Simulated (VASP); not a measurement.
Output of a VASP run:

**OSZICAR**
```
       N       E                     dE             d eps       ncg     rms          rms(c)
DAV:   1     0.115533654479E+04    0.11553E+04   -0.56173E+04  2680   0.172E+03
DAV:   2    -0.338610958913E+03   -0.14939E+04   -0.14537E+04  2723   0.598E+02
DAV:   3    -0.439710074774E+03   -0.10110E+03   -0.94164E+02  3069   0.144E+02
DAV:   4    -0.444240743221E+03   -0.45307E+01   -0.43328E+01  3176   0.257E+01
DAV:   5    -0.444369206895E+03   -0.12846E+00   -0.12794E+00  3216   0.421E+00    0.628E+01
DAV:   6    -0.414104836197E+03    0.30264E+02   -0.17032E+01  2804   0.286E+01    0.163E+01
DAV:   7    -0.403126657767E+03    0.10978E+02   -0.66251E+00  2968   0.105E+01    0.214E+00
DAV:   8    -0.410387415339E+03   -0.72608E+01   -0.39058E+00  2891   0.823E+00    0.337E+00
DAV:   9    -0.409954009810E+03    0.43341E+00   -0.27735E-01  3000   0.303E+00    0.686E-01
DAV:  10    -0.409880229364E+03    0.73780E-01   -0.37126E-02  2931   0.115E+00    0.236E-01
DAV:  11    -0.409923738685E+03   -0.43509E-01   -0.58583E-02  2823   0.143E+00    0.151E-01
DAV:  12    -0.409929134917E+03   -0.53962E-02   -0.65032E-03  2893   0.489E-01    0.733E-02
DAV:  13    -0.409929568727E+03   -0.43381E-03   -0.26614E-03  2863   0.276E-01    0.819E-02
DAV:  14    -0.409930375511E+03   -0.80678E-03   -0.80758E-04  2836   0.154E-01    0.327E-02
DAV:  15    -0.409930512753E+03   -0.13724E-03   -0.13321E-04  3037   0.657E-02    0.984E-03
DAV:  16    -0.409930518217E+03   -0.54640E-05   -0.21869E-05  2879   0.248E-02    0.351E-03
DAV:  17    -0.409930522556E+03   -0.43388E-05   -0.39501E-06  2821   0.104E-02    0.409E-03
DAV:  18    -0.409930521737E+03    0.81850E-06   -0.10124E-06  2636   0.536E-03    0.529E-04
DAV:  19    -0.409930521980E+03   -0.24264E-06   -0.10035E-07  1630   0.182E-03    0.439E-04
DAV:  20    -0.409930522105E+03   -0.12472E-06   -0.14977E-08  1538   0.594E-04    0.302E-04
DAV:  21    -0.409930522062E+03    0.43117E-07   -0.52168E-09  1523   0.324E-04
   1 F= -.40993052E+03 E0= -.40993052E+03  d E =0.000000E+00
       N       E                     dE             ncg
       N       E                     dE             ncg
       N       E                     dE             ncg
```

File OUTCAR:
```
------------------------ aborting loop because EDIFF is reached ----------------------------------------
  FORCE on cell =-STRESS in cart. coord.  units (eV):
  Direction    XX          YY          ZZ          XY          YZ          ZX
  --------------------------------------------------------------------------------------
  Total       -0.1365824     -0.1365824     -0.1365824      0.0000000     -0.0000000      0.0000000
  in kB       -1.6871840     -1.6871840     -1.6871840      0.0000000     -0.0000000      0.0000000
  external PRESSURE =      -1.6871840 kB  Pullay stress =       0.0000000 kB
  volume of cell :      129.70
      direct lattice vectors                 reciprocal lattice vectors
     5.061908828  0.000000000  0.000000000     0.197553934  0.000000000  0.000000000
     0.000000000  5.061908828  0.000000000     0.000000000  0.197553934  0.000000000
     0.000000000  0.000000000  5.061908828     0.000000000  0.000000000  0.197553934
 POSITION                                       TOTAL-FORCE (eV/Angst)
 -----------------------------------------------------------------------------------
      1.26548      0.00000      2.53095        -0.000000      0.000000     -0.000000
      3.79643      0.00000      2.53095         0.000000     -0.000000      0.000000
      2.53095      3.79643      0.00000        -0.000000      0.000000      0.000000
      2.53095      1.26548      0.00000         0.000000     -0.000000     -0.000000
      0.00000      2.53095      3.79643         0.000000     -0.000000     -0.000000
      0.00000      2.53095      1.26548         0.000000      0.000000     -0.000000
      0.00000      0.00000      0.00000        -0.000000     -0.000000     -0.000000
      2.53095      2.53095      2.53095        -0.000000     -0.000000     -0.000000
 -----------------------------------------------------------------------------------
    total drift:                                0.000000      0.000000     -0.000000
  FREE ENERGIE OF THE ION-ELECTRON SYSTEM (eV)
  ---------------------------------------------------
  free  energy   TOTEN  =      -409.9305220617 eV

  energy  without entropy=     -409.9305220617  energy(sigma->0) =     -409.93052206

 total charge

# of ion       s       p       d       tot
------------------------------------------
    1        2.399   6.335   3.312  12.046
    2        2.399   6.335   3.312  12.046
    3        2.399   6.335   3.312  12.046
    4        2.399   6.335   3.312  12.046
    5        2.399   6.335   3.312  12.046
    6        2.399   6.335   3.312  12.046
    7        2.404   6.374   3.296  12.074
    8        2.404   6.374   3.296  12.074
--------------------------------------------------
tot         19.202  50.756  26.463  96.421
```
(Selected blocks of OUTCAR.)

**POSCAR**
```
W
1
    5.0619088279     0.0000000000     0.0000000000
    0.0000000000     5.0619088279     0.0000000000
    0.0000000000     0.0000000000     5.0619088279
W
8
Direct
  0.2500000000   0.0000000000   0.5000000000
  0.7500000000   0.0000000000   0.5000000000
  0.5000000000   0.7500000000   0.0000000000
  0.5000000000   0.2500000000   0.0000000000
  0.0000000000   0.5000000000   0.7500000000
  0.0000000000   0.5000000000   0.2500000000
  0.0000000000   0.0000000000   0.0000000000
  0.5000000000   0.5000000000   0.5000000000
```

Problem. Write an INCAR and KPOINTS that could have produced this output.

Solution. One answer among several that fit: the input of the run itself, r2SCAN meta-GGA, plane waves, VASP's PBE PAW potentials (set 64).

**KPOINTS**
```
Automatic mesh
0
Gamma
 7 7 7
```

File KPOINTS_OPT:
```
k-points along high-symmetry lines
10
Line-mode
Reciprocal
  0.000000   0.000000   0.000000 ! GAMMA
  0.000000   0.500000   0.000000 ! X

  0.000000   0.500000   0.000000 ! X
  0.500000   0.500000   0.000000 ! M

  0.500000   0.500000   0.000000 ! M
  0.000000   0.000000   0.000000 ! GAMMA

  0.000000   0.000000   0.000000 ! GAMMA
  0.500000   0.500000   0.500000 ! R

  0.500000   0.500000   0.500000 ! R
  0.000000   0.500000   0.000000 ! X

  0.500000   0.500000   0.500000 ! R
  0.500000   0.500000   0.000000 ! M
```

**INCAR**
```
ALGO  =  Normal
EDIFF  =  1E-7
ENCUT  =  400
ISIF  =  2
ISMEAR  =  -5
LASPH  =  .True.
LCHARG  =  .False.
LEFG  =  .True.
LMAXMIX  =  6
LMIXTAU  =  .True.
LORBIT  =  11
LREAL  =  .False.
LWAVE  =  .False.
METAGGA  =  R2SCAN
NEDOS  =  601
NELM  =  100
PREC  =  Accurate
SYSTEM  =  W
```

POTCAR, in this order: W_sv (PBE.64 set). Program: vasp_std.

For a metal the tetrahedron method with Blöchl corrections gives inexact stress and forces.

The structure comes from a computed database's W entry (Pm-3n); how it stands against other phases isn't given here. It was relaxed first.
